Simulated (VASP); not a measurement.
```
CELL_PARAMETERS angstrom
      4.39078     0.00000     0.00000
     -2.19539     3.80253     0.00000
      0.00000     0.00000    21.54536
ATOMIC_POSITIONS crystal
  Cd 0.00000 0.00000 0.00000
  Cd 0.00000 0.00000 0.50000
  Cd 0.66667 0.33333 0.83325
  Cd 0.33333 0.66667 0.33325
  Cd 0.66667 0.33333 0.16650
  Cd 0.33333 0.66667 0.66650
  Se 0.00000 0.00000 0.87460
  Se 0.00000 0.00000 0.37460
  Se 0.66667 0.33333 0.70785
  Se 0.33333 0.66667 0.20785
  Se 0.66667 0.33333 0.04150
  Se 0.33333 0.66667 0.54150
```

Computed with PBE GGA, VASP's PBE PAW potentials (set 64) (plane waves; VASP). Run with 300 eV cut-off, 4×4×1 Γ-centred mesh shifted by (0.5, 0.5, 0.5), Fermi-Dirac smearing of 0.050 eV, potentials Cd Se.

Q: Give the energies of bands 42 to 55 at the high-symmetry points, in eV from the valence-band maximum.

A: 
```json
[
 {"band": "42", "Γ": "-0.66", "M": "-3.56", "K": "-3.63", "A": "-0.72", "L": "-3.63", "H": "-3.63"},
 {"band": "43", "Γ": "-0.66", "M": "-2.04", "K": "-2.47", "A": "-0.62", "L": "-1.96", "H": "-2.46"},
 {"band": "44", "Γ": "-0.52", "M": "-1.96", "K": "-2.47", "A": "-0.62", "L": "-1.96", "H": "-2.46"},
 {"band": "45", "Γ": "-0.52", "M": "-1.65", "K": "-2.30", "A": "-0.62", "L": "-1.59", "H": "-2.21"},
 {"band": "46", "Γ": "-0.50", "M": "-1.56", "K": "-2.09", "A": "-0.62", "L": "-1.59", "H": "-2.21"},
 {"band": "47", "Γ": "-0.50", "M": "-1.43", "K": "-1.90", "A": "-0.35", "L": "-1.58", "H": "-1.95"},
 {"band": "48", "Γ": "-0.18", "M": "-1.43", "K": "-1.90", "A": "-0.35", "L": "-1.58", "H": "-1.95"},
 {"band": "49", "Γ": "-0.18", "M": "-1.42", "K": "-1.47", "A": "-0.35", "L": "-1.20", "H": "-1.40"},
 {"band": "50", "Γ": "-0.18", "M": "-1.12", "K": "-1.47", "A": "-0.35", "L": "-1.20", "H": "-1.40"},
 {"band": "51", "Γ": "-0.18", "M": "-0.95", "K": "-1.37", "A": "-0.05", "L": "-0.91", "H": "-1.25"},
 {"band": "52", "Γ": "-0.01", "M": "-0.94", "K": "-1.14", "A": "-0.05", "L": "-0.91", "H": "-1.25"},
 {"band": "53", "Γ": "0.00", "M": "-0.80", "K": "-1.11", "A": "-0.05", "L": "-0.75", "H": "-1.15"},
 {"band": "54", "Γ": "0.00", "M": "-0.67", "K": "-1.11", "A": "-0.05", "L": "-0.75", "H": "-1.15"},
 {"band": "55", "Γ": "0.49", "M": "2.48", "K": "3.77", "A": "1.13", "L": "2.59", "H": "3.85"}
]
```

The gap is direct, 0.49 eV, from the valence maximum at Γ to the conduction minimum at Γ.

The structure was generated: CdSe was put into an ordered model structure, which need not be its known phase. The cell was not relaxed at this level.
